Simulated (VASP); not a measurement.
All values below come from LDA (Ceperley-Alder, Perdew-Zunger), VASP's LDA PAW potentials (set 64) (plane waves; VASP 6.6.1).

A VASP calculation is set up with these files.

INCAR:
```
! general
SYSTEM  = ZnS
PREC    = Accurate
ENCUT   = 400   ! plane-wave cut-off (eV)
LREAL   = .FALSE.   ! projection in real space or not
LASPH   = .TRUE.   ! aspherical one-centre terms

! electronic loop
EDIFF   = 1E-8   ! SCF stop (eV)
NELM    = 100   ! most electronic steps
ALGO    = Normal   ! blocked Davidson
LMAXMIX = 4

! smearing
ISMEAR  = 0
SIGMA   = 0.05   ! width (eV)

! ions
IBRION  = 1
NSW     = 30
ISIF    = 2
EDIFFG  = -0.001   ! ionic stop

! output
LWAVE   = .FALSE.
LCHARG  = .FALSE.
```

### POSCAR
```
ZnS
1
    0.0000000000     2.6492611863     2.6492611863
    2.6492611863     0.0000000000     2.6492611863
    2.6492611863     2.6492611863     0.0000000000
Zn S
1 1
Direct
  0.0000000000   0.0000000000   0.0000000000
  0.2500000000   0.2500000000   0.2500000000
```

**KPOINTS**
```
Automatic mesh
0
gamma
  8 8 8
0 0 0
```

POTCAR, in this order: Zn S (LDA.64 set). Program: vasp_std.

### Question
What will the output report for the number of irreducible k-points (NKPTS), largest plane-wave count, number of space-group operations, FFT grid (NGX, NGY, NGZ)?

### Answer

```yaml
number of irreducible k-points (NKPTS): 29
largest_plane_wave_count: 692
number_of_space_group_operations: 24
FFT grid (NGX, NGY, NGZ): 24 × 24 × 24
```

The compound is ZnS in the zinc blende structure. It was relaxed first, which changed the volume by -6 %. The start is the result of an earlier pass.
